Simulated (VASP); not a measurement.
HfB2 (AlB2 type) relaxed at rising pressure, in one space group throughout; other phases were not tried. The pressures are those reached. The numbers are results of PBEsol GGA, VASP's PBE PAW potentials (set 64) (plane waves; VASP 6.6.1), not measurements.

```
P (GPa)  V (Å³/atom)   k-mesh
-------  -----------  -------
0.14           9.725  11×11×9
4.97           9.556  11×11×9
10.08          9.391  11×11×9
20.04          9.105  11×11×9
30.02          8.855  12×12×9
```

A change of mesh leaves a small step in the series.

### Question
Fit an equation of state and predict the volume at 44.86 GPa.

### Answer
Least squares on the third-order Birch-Murnaghan form, P = (3B0/2)(y⁷ − y⁵)[1 + (3/4)(B′ − 4)(y² − 1)] with y = (V0/V)^(1/3), gives V0 = 9.730 Å³/atom, B0 = 265 GPa and B′ = 3.9, and so 8.534 Å³/atom. The run gave 8.535 Å³/atom, +0.0 % from the fit.

Pressures at which the relaxation failed are left out.

The compound is HfB2 in the AlB2 type structure.
